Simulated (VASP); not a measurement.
# BaB3Pt (I4mm) in VASP: density of states with PBE

Aim: the density of states of BaB3Pt with PBE.

All numbers are computed with VASP 6.6.1; they aren't measurements. Logs are shortened: lines on timing, memory, paths and dates and some standing lists are left out, and cuts for length are marked.

**1. The structure**

It takes space group I4mm (No. 107, tetragonal). The conventional cell has a = 4.008 Å, b = 4.008 Å, c = 8.988 Å, α = 90.00°, β = 90.00°, γ = 90.00°. Ba (site symmetry 4mm) has 12 B at 2.97 to 3.04 Å and 5 Pt at 3.13 to 3.16 Å as nearest neighbours. Around Pt (site symmetry 4mm) lie 5 B at 2.22 Å. B (site symmetry 4mm) is surrounded by 1 Pt at 2.22 Å and 4 B at 2.40 Å. B (site symmetry 2mm) is surrounded by 2 Pt at 2.22 Å and 2 B at 2.40 Å.

The cell was built by a generator and needn't be a form met in nature.

**2. Density of states, PBE**

Contents of POSCAR:

```
BaB3Pt
1.0
    0.0000000000      4.0080410000      0.0000000000
    4.0080410000      0.0000000000      0.0000000000
    2.0040200000      2.0040200000     -4.4941150000
Ba Pt B
1 1 3
Direct
    0.0000000000      0.0000000000      0.0000000000
    0.6479000000      0.6479000000      0.7042000000
    0.4004000000      0.4004000000      0.1992000000
    0.7537000000      0.2537000000      0.4926000000
    0.2537000000      0.7537000000      0.4926000000
```

Contents of INCAR.step1:

```
SYSTEM = BaB3Pt
PREC     = Accurate       ! precision mode
ENCUT    = 520            ! plane-wave cutoff, eV
EDIFF    = 1E-6           ! SCF threshold, eV
ISMEAR   = 0              ! smearing method
SIGMA    = 0.1571         ! smearing width, eV
LREAL    = .False.        ! projectors in reciprocal space
LASPH    = .True.         ! aspherical terms in the spheres
NELM     = 60             ! most SCF steps
ALGO     = Fast           ! electronic algorithm
ISIF     = 2              ! what is computed and relaxed
LWAVE    = .False.        ! write WAVECAR
LCHARG   = .True.         ! write CHGCAR
LMAXMIX  = 4              ! l up to which the mixer works
GGA      = PE             ! functional
NBANDS   = 22             ! bands
```

Contents of KPOINTS.step1:

```
regular mesh
0
Gamma
  9 9 9
  0 0 0
```

Contents of INCAR.step2:

```
SYSTEM = BaB3Pt
PREC     = Accurate       ! precision mode
ENCUT    = 520            ! plane-wave cutoff, eV
EDIFF    = 1E-6           ! SCF threshold, eV
ISMEAR   = -5             ! smearing method
SIGMA    = 0.1571         ! smearing width, eV
LREAL    = .False.        ! projectors in reciprocal space
LASPH    = .True.         ! aspherical terms in the spheres
NELM     = 60             ! most SCF steps
ALGO     = Fast           ! electronic algorithm
ISIF     = 2              ! what is computed and relaxed
LWAVE    = .False.        ! write WAVECAR
LCHARG   = .False.        ! write CHGCAR
LMAXMIX  = 4              ! l up to which the mixer works
GGA      = PE             ! functional
LORBIT   = 11             ! projections on sites
NEDOS    = 2001           ! points of the DOS
ICHARG   = 11             ! starting density
```

Contents of KPOINTS.step2:

```
regular mesh
0
Gamma
  14 14 14
  0 0 0
```

Potentials or basis: VASP PAW PBE potentials, release 64 (Ba_sv, Pt, B).

Run with:

```bash
$ cat potpaw_PBE.64/Ba_sv/POTCAR potpaw_PBE.64/Pt/POTCAR potpaw_PBE.64/B/POTCAR > POTCAR
$ cp INCAR.step1 INCAR
$ cp KPOINTS.step1 KPOINTS
$ mpirun -np 1 vasp_std > vasp.out
$ cp INCAR.step2 INCAR
$ cp KPOINTS.step2 KPOINTS
$ mpirun -np 1 vasp_std > vasp.out
```

OUTCAR:

```text
SYSTEM = BaB3Pt
   PREC = Accurate
   ENCUT = 520
   EDIFF = 1E-6
   ISMEAR = -5
   LREAL = .False.
   LASPH = .True.
   NELM = 60
   ISIF = 2
   GGA = PE
   LORBIT = 11
   ICHARG = 11

 ion  position               nearest neighbor table
   1  0.000  0.000  0.000-   3 2.97   3 2.97   3 2.97   3 2.97   5 2.99   4 2.99   5 2.99   4 2.99
                             5 3.04   4 3.04   4 3.04   5 3.04   2 3.13   2 3.13   2 3.13   2 3.13
   2  0.648  0.648  0.704-   4 2.22   5 2.22   5 2.22   4 2.22   3 2.22   1 3.13   1 3.13   1 3.13
                             1 3.13   1 3.16
   3  0.400  0.400  0.199-   2 2.22   1 2.97   1 2.97   1 2.97   1 2.97
   4  0.754  0.254  0.493-   2 2.22   2 2.22   1 2.99   1 2.99   1 3.04   1 3.04
   5  0.254  0.754  0.493-   2 2.22   2 2.22   1 2.99   1 2.99   1 3.04   1 3.04

  LATTYP: Found a body centered tetragonal cell.
 ALAT       =     4.0080410000
 C/A-ratio  =     2.2425494150

  Lattice vectors:

 A1 = (  -2.0040200000,   2.0040210000,   4.4941150000)
 A2 = (   2.0040210000,  -2.0040200000,   4.4941150000)
 A3 = (   2.0040200000,   2.0040200000,  -4.4941150000)

Analysis of symmetry for initial positions (statically):
=====================================================================
 Subroutine PRICEL returns:
 Original cell was already a primitive cell.

 Routine SETGRP: Setting up the symmetry group for a
 body centered tetragonal supercell.

 Subroutine GETGRP returns: Found  8 space group operations
 (whereof  8 operations were pure point group operations)
 out of a pool of 16 trial point group operations.

The static configuration has the point symmetry C_4v.

Analysis of symmetry for dynamics (positions and initial velocities):
=====================================================================
 Subroutine PRICEL returns:
 Original cell was already a primitive cell.

 Routine SETGRP: Setting up the symmetry group for a
 body centered tetragonal supercell.

 Subroutine GETGRP returns: Found  8 space group operations
 (whereof  8 operations were pure point group operations)
 out of a pool of 16 trial point group operations.

The dynamic configuration has the point symmetry C_4v.

 Subroutine INISYM returns: Found  8 space group operations
 (whereof  8 operations are pure point group operations),
 and found     1 'primitive' translations

----------------------------------------------------------------------------------------

                                     Primitive cell

  volume of cell :      72.1952

  direct lattice vectors                    reciprocal lattice vectors
     0.000000000  4.008041000  0.000000000     0.000000000  0.249498446  0.111256582
     4.008041000  0.000000000  0.000000000     0.249498446  0.000000000  0.111256582
     2.004020000  2.004020000 -4.494115000     0.000000000  0.000000000 -0.222513220

  length of vectors
     4.008041000  4.008041000  5.313121677     0.273180346  0.273180346  0.222513220

  position of ions in fractional coordinates (direct lattice)
     0.000000000  0.000000000  0.000000000
     0.647900000  0.647900000  0.704200000
     0.400400000  0.400400000  0.199200000
     0.753700000  0.253700000  0.492600000
     0.253700000  0.753700000  0.492600000

  ion indices of the primitive-cell ions
   primitive index   ion index
                 1           1
                 2           2
                 3           3
                 4           4
                 5           5

----------------------------------------------------------------------------------------

 KPOINTS: regular mesh

Automatic generation of k-mesh.
 Grid dimensions read from file:
 generate k-points for:   14   14   14

 Generating k-lattice:

  Cartesian coordinates                     Fractional coordinates (reciprocal lattice)
     0.000000000  0.017821318  0.007946899     0.071428571  0.000000000  0.000000000
     0.017821318  0.000000000  0.007946899     0.000000000  0.071428571  0.000000000
     0.000000000  0.000000000 -0.015893801     0.000000000  0.000000000  0.071428571

  Length of vectors
     0.019512882  0.019512882  0.015893801

  Shift w.r.t. Gamma in fractional coordinates (k-lattice)
     0.000000000  0.000000000  0.000000000

 TETIRR: Found   7833 inequivalent tetrahedra from    16464

 Subroutine IBZKPT returns following result:
 ===========================================

 Found    244 irreducible k-points:

 Following reciprocal coordinates:
            Coordinates               Weight
  0.000000  0.000000  0.000000      1.000000
  0.071429  0.000000 -0.000000      8.000000
  0.142857  0.000000 -0.000000      8.000000
  0.214286  0.000000 -0.000000      8.000000
  0.285714  0.000000 -0.000000      8.000000
  0.357143  0.000000 -0.000000      8.000000
[... 16 lines left out ...]
  0.214286  0.142857 -0.000000     16.000000
  0.285714  0.142857 -0.000000     16.000000
 [... further k-points ...]
   k-points           NKPTS =    244   k-points in BZ     NKDIM =    244   number of bands    NBANDS=     18
   number of dos      NEDOS =   2001   number of ions     NIONS =      5
   total plane-waves  NPLWV =  36000
   dimension x,y,z NGX =    30 NGY =   30 NGZ =   40
   dimension x,y,z NGXF=    60 NGYF=   60 NGZF=   80
   ions per type =               1   1   3
   NGX,Y,Z   is equivalent  to a cutoff of  12.44, 12.44, 12.52 a.u.
   NGXF,Y,Z  is equivalent  to a cutoff of  24.89, 24.89, 25.03 a.u.
 SYSTEM =  BaB3Pt
   PREC   = accura    normal or accurate (medium, high low for compatibility)
   ISTART =      0    job   : 0-new  1-cont  2-samecut
   ICHARG =     11    charge: 1-file 2-atom 10-const
   ISPIN  =      1    spin polarized calculation?
   LNONCOLLINEAR =      F non collinear calculations
   LSORBIT =      F    spin-orbit coupling
   LASPH  =      T    aspherical Exc in radial PAW
   ENCUT  =  520.0 eV  38.22 Ry    6.18 a.u.   7.45  7.45  9.88*2*pi/ulx,y,z
   NELM   =     60;   NELMIN=  2; NELMDL=  0     # of ELM steps
   EDIFF  = 0.1E-05   stopping-criterion for ELM
   LREAL  =      F    real-space projection
   EDIFFG = 0.1E-04   stopping-criterion for IOM
   NSW    =      0    number of steps for IOM
   IBRION =     -1    ionic relax: 0-MD 1-quasi-New 2-CG
   NFREE  =      0    steps in history (QN), initial steepest desc. (CG)
   ISIF   =      2    stress and relaxation
   ISYM   =      2    0-nonsym 1-usesym 2-fastsym
   POTIM  = 0.5000    time-step for ionic-motion
   TEBEG  =    0.0;   TEEND  =   0.0 temperature during run
   PSTRESS=    0.0 pullay stress
   NELECT =      29.0000    total number of electrons
   NUPDOWN=      -1.0000    fix difference up-down
   EMIN   =  10.00;   EMAX   =-10.00  energy-range for DOS
   EFERMI =   0.00;   METHOD = LEGACY
   ISMEAR =    -5;   SIGMA  =   0.16  broadening in eV -4-tet -1-fermi 0-gaus
   EFERMI_NEDOS =   21; number of points for ismear=-14 and -15
   IALGO  =     68    algorithm
   IMIX   =      4    mixing-type and parameters
     AMIX     =   0.40;   BMIX     =  1.00
     AMIX_MAG =   1.60;   BMIX_MAG =  1.00
  volume/ion in A,a.u.               =      14.44        97.44
  Fermi-wavevector in a.u.,A,eV,Ry     =   1.207920  2.282637 19.851847  1.459070
  Thomas-Fermi vector in A             =   2.343543
   LORBIT       =     11    0 simple, 1 ext, 2 COOP (PROOUT), +10 PAW based schemes
   GGA     = PE    functional components
   LHFCALC =     F    Hartree Fock is set to
   AEXX    =    0.0000 exact exchange contribution
   IVDW    =     0    specifies the selected vdW correction
   LEPSILON=     F    determine dielectric tensor
   LRPA    =     F    only Hartree local field effects (RPA)
 non-spin polarized calculation
 RMM-DIIS sequential band-by-band and
 Fermi weights with tetrahedron method with Bloechl corrections
  energy-cutoff  :      520.00
  volume of cell :       72.20
 maximum number of plane-waves:      1977
 NGX is ok and might be reduce to    30

 number of electron      29.0000000 magnetization

 Free energy of the ion-electron system (eV)
  ---------------------------------------------------
  ext. energy  EPLUGINS =         0.00000000
  ---------------------------------------------------
  free energy    TOTEN  =       -24.89178846 eV

  energy without entropy =      -24.89178846  energy(sigma->0) =      -24.89178846

 E-fermi :   5.5498     XC(G=0): -11.2545

 val. band max:        5.6081345811   @ k =  -0.1429  -0.1429   0.0714
 cond. band min:       5.5529292674   @ k =   0.1429   0.1429   0.0714
 fundamental gap:     -0.0552053138
 Fermi energy:         5.5497871532

 k-point     1 :       0.0000    0.0000    0.0000
  band No.  band energies     occupation
      1     -20.4702      2.00000
      2      -6.4048      2.00000
      3      -5.7294      2.00000
      4      -5.7294      2.00000
      5      -4.4308      2.00000
      6      -1.0585      2.00000
[... 10 lines left out ...]
     17       7.3571      0.00000
     18       8.8086      0.00000

 k-point     2 :       0.0714    0.0000   -0.0000
  band No.  band energies     occupation
      1     -20.4658      2.00000
      2      -6.4165      2.00000
      3      -5.8548      2.00000
      4      -5.7252      2.00000
      5      -4.2633      2.00000
      6      -1.0651      2.00000
[... 10 lines left out ...]
     17       7.2358      0.00000
     18       8.9848      0.00000

 k-point     3 :       0.1429    0.0000   -0.0000
  band No.  band energies     occupation
      1     -20.4535      2.00000
      2      -6.4648      2.00000
      3      -6.0960      2.00000
      4      -5.7136      2.00000
      5      -3.8826      2.00000
      6      -1.1167      2.00000
[... 10 lines left out ...]
     17       6.9539      0.00000
     18       9.3053      0.00000

 k-point     4 :       0.2143    0.0000   -0.0000
  band No.  band energies     occupation
      1     -20.4357      2.00000
      2      -6.6063      2.00000
      3      -6.2616      2.00000
      4      -5.6971      2.00000
      5      -3.4313      2.00000
      6      -1.2617      2.00000
[... 375 lines left out ...]
      4      -5.9253      2.00000
      5      -3.3515      2.00000
      6      -1.0836      2.00000
[... 10 lines left out ...]
     17       6.9642      0.00000
     18       9.5747      0.00000

 k-point    23 :       0.2143    0.1429   -0.0000
  band No.  band energies     occupation
      1     -20.4187      2.00000
      2      -6.7078      2.00000
      3      -6.2154      2.00000
      4      -5.9451      2.00000
      5      -2.9855      2.00000
      6      -1.1256      2.00000
[... 10 lines left out ...]
     17       7.0689      0.00000
     18       9.5744      0.00000

 k-point    24 :       0.2857    0.1429   -0.0000
  band No.  band energies     occupation
      1     -20.3998      2.00000
      2      -6.8220      2.00000
      3      -6.3258      2.00000
      4      -5.9182      2.00000
      5      -2.6840      2.00000
      6      -1.2095      2.00000
[... 10 lines left out ...]
     17       7.2857      0.00000
     18       9.4870      0.00000

 [... further k-points ...]

------------------------ aborting loop because EDIFF is reached ----------------------------------------

  FORCE on cell =-STRESS in cart. coord.  units (eV):
  Direction    XX          YY          ZZ          XY          YZ          ZX
  --------------------------------------------------------------------------------------
  -------------------------------------------------------------------------------------
  Total        1.8665381      1.8665381      2.7197283      0.0000000      0.0000003      0.0000003
  in kB       41.4227517     41.4227517     60.3569959      0.0000000      0.0000067      0.0000067
  external PRESSURE =      47.7341664 kB  Pullay stress =       0.0000000 kB

 VOLUME and BASIS-vectors are now :
 -----------------------------------------------------------------------------
  energy-cutoff  :      520.00
  volume of cell :       72.20
      direct lattice vectors                 reciprocal lattice vectors
     0.000000000  4.008041000  0.000000000     0.000000000  0.249498446  0.111256582
     4.008041000  0.000000000  0.000000000     0.249498446  0.000000000  0.111256582
     2.004020000  2.004020000 -4.494115000     0.000000000  0.000000000 -0.222513220

 POSITION                                       TOTAL-FORCE (eV/Angst)
 -----------------------------------------------------------------------------------
      0.00000      0.00000      0.00000        -0.000000     -0.000000     -0.052721
      4.00804      4.00804     -3.16476         0.000000      0.000000      0.380193
      2.00402      2.00402     -0.89523        -0.000000     -0.000000     -1.724439
      2.00402      4.00804     -2.21380         0.000000      0.000000      0.698484
      4.00804      2.00402     -2.21380         0.000000      0.000000      0.698484
 -----------------------------------------------------------------------------------
    total drift:                               -0.000002     -0.000002     -0.002107

  FREE ENERGIE OF THE ION-ELECTRON SYSTEM (eV)
  ---------------------------------------------------
  free  energy   TOTEN  =       -24.8917884622 eV

  energy  without entropy=      -24.8917884622  energy(sigma->0) =      -24.89178846

 total charge

# of ion       s       p       d       tot
------------------------------------------
    1        2.037   5.625   0.593   8.256
    2        0.816   0.763   8.079   9.659
    3        0.720   0.817   0.000   1.537
    4        0.719   0.840   0.000   1.559
    5        0.719   0.840   0.000   1.559
--------------------------------------------------
tot          5.010   8.886   8.673  22.569
```

Wall time 2.5 min (1 thread of Intel Xeon 6975P-C (Granite Rapids), shared host); peak memory 0.47 GiB.

What came out:

```yaml
Valence_electrons_inside_the_program's_atomic_spheres: Ba 8.26; Pt 9.66; B 1.54, 1.56
```

States per cell in windows of 1 eV (zero at the Fermi level; states under -8 eV left out):
| from (eV) | total | Pt2_d | B4_p | B5_p | B3_p | Ba1_d | Pt2_p |
| --- | --- | --- | --- | --- | --- | --- | --- |
| -8.0 | 1.60 | 0.22 | 0.02 | 0.02 | 0.01 | 0.04 | 0.04 |
| -7.0 | 2.31 | 0.67 | 0.03 | 0.03 | 0.03 | 0.04 | 0.06 |
| -6.0 | 1.71 | 0.69 | 0.05 | 0.05 | 0.05 | 0.03 | 0.04 |
| -5.0 | 4.85 | 3.07 | 0.25 | 0.25 | 0.08 | 0.06 | 0.06 |
| -4.0 | 2.17 | 1.32 | 0.05 | 0.05 | 0.06 | 0.05 | 0.03 |
| -3.0 | 2.24 | 1.04 | 0.05 | 0.05 | 0.12 | 0.07 | 0.07 |
| -2.0 | 2.47 | 0.54 | 0.14 | 0.14 | 0.20 | 0.13 | 0.15 |
| -1.0 | 2.76 | 0.36 | 0.23 | 0.23 | 0.25 | 0.17 | 0.25 |
| 0.0 | 2.02 | 0.24 | 0.19 | 0.19 | 0.14 | 0.16 | 0.22 |
| 1.0 | 1.39 | 0.16 | 0.13 | 0.13 | 0.15 | 0.07 | 0.13 |
| 2.0 | 1.07 | 0.10 | 0.12 | 0.12 | 0.11 | 0.05 | 0.07 |
| 3.0 | 1.14 | 0.11 | 0.11 | 0.11 | 0.10 | 0.16 | 0.03 |
| 4.0 | 1.31 | 0.15 | 0.11 | 0.11 | 0.14 | 0.15 | 0.02 |
| 5.0 | 0.05 | 0.00 | 0.01 | 0.01 | 0.01 | 0.00 | 0.00 |

Caveat: tetrahedron occupations give inexact forces and stress in metals.
